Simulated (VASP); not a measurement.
An input for Ansatz (written as the equivalent of a VASP run, and not itself run):

Ansatz 0.2 input:
```yaml
crystal:
  lattice:
    - [0.0000000, 2.9823300, 2.9823300]
    - [2.9823300, 0.0000000, 2.9823300]
    - [2.9823300, 2.9823300, 0.0000000]
  atoms:
    - { symbol: Hg, position: [0.0000000, 0.0000000, 0.0000000] }
    - { symbol: S, position: [0.2500000, 0.2500000, 0.2500000] }
kpoints:
  mp_grid: { grid: [7, 7, 7] }
hamiltonian:
  xc: lda
  pseudopotentials: { kind: paw }
magnetization: { noncollinear: true, spin_orbit: true }
scf:
  occupations: { method: fermi_dirac, width: 0.02 }
  max_iter: 100
output: { forces: true, stress: true, eigenvalues: true }
```

### Question
Write the VASP files for the same calculation (LDA+SOC).

### Answer
One answer among several that fit: 
POSCAR:
```
HgS
1
    0.0000000000     2.9823300000     2.9823300000
    2.9823300000     0.0000000000     2.9823300000
    2.9823300000     2.9823300000     0.0000000000
Hg S
1 1
Direct
  0.0000000000   0.0000000000   0.0000000000
  0.2500000000   0.2500000000   0.2500000000
```

**INCAR**
```
SYSTEM=HgS
PREC=Accurate; ENCUT=300; LREAL=.False.
LASPH=.True.
EDIFF=1E-6; NELM=100; ALGO=Normal
LMAXMIX=6
ISMEAR=-1; SIGMA=0.02
GGA_COMPAT=.False.
MAGMOM=6*0.0; LSORBIT=.True.; LNONCOLLINEAR=.True.
ISIF=2
LWAVE=.False.; LCHARG=.False.; LORBIT=11
```

**KPOINTS**
```
Automatic mesh
0
Gamma
7 7 7
0 0 0
```

POTCAR, in this order: Hg S (LDA.64 set). Program: vasp_ncl.

Limits of the translation: each code has its own PAW files, so the cut-off isn't converted (ENCUT is set for VASP's; basis.ecutwfc is left out, and Ansatz then takes the one that its files recommend); Ansatz stops its SCF on the density residual and VASP on the energy change (EDIFF); Ansatz's lda is the Perdew-Wang form, while the LDA potentials of VASP carry Perdew-Zunger's.

The structure is a typed HgS crystal (F-43m). The cell was not relaxed at this level. The run is one of a series of settings (GGA_COMPAT = .FALSE., LNONCOLLINEAR = .TRUE., LSORBIT = .TRUE., MAGMOM = 0.0 0.0 0.0 0.0 0.0 0.0, program vasp_ncl against the base run), some of them coarse on purpose.
